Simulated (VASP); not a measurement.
Given:

```
CELL_PARAMETERS angstrom
      0.00000     3.52016     3.52016
      3.52016     0.00000     3.52016
      3.52016     3.52016     0.00000
ATOMIC_POSITIONS crystal
  Sr 0.00000 0.00000 0.00000
  Cl 0.25000 0.25000 0.25000
  Cl 0.75000 0.75000 0.75000
```

These are PBE GGA, VASP's PBE PAW potentials (set 64) (plane waves; VASP) values and carry that method's errors. Numerical set-up: 520 eV cut-off, Gaussian smearing of 0.050 eV, potentials Sr_sv Cl.

Question: Give the energies of bands 7 to 15 at the high-symmetry points, in eV from the valence-band maximum.

Answer: 
| band | Γ | X | U | L | W |
|---|---|---|---|---|---|
| 7 | -2.03 | -2.65 | -2.46 | -1.49 | -2.38 |
| 8 | -2.03 | -1.81 | -1.84 | -1.49 | -2.15 |
| 9 | -2.03 | -1.81 | -1.66 | -1.45 | -1.17 |
| 10 | -0.33 | -0.38 | -0.68 | -1.27 | -1.17 |
| 11 | -0.33 | -0.38 | -0.52 | -1.01 | -0.30 |
| 12 | -0.33 | 0.00 | -0.10 | -1.01 | -0.10 |
| 13 | 5.23 | 5.51 | 5.95 | 6.68 | 6.21 |
| 14 | 6.10 | 6.96 | 7.06 | 6.68 | 6.96 |
| 15 | 6.10 | 7.53 | 7.26 | 7.41 | 7.15 |

The gap is indirect, 5.23 eV, from the valence maximum at X to the conduction minimum at Γ.

Measured: gap 7.50 eV (computed value off by -2.27 eV), as given by Andrés Aguado et al., Journal of the Physical Society of Japan (1999), arXiv:cond-mat/9901145.

The compound is SrCl2 in the fluorite structure. It was relaxed first.
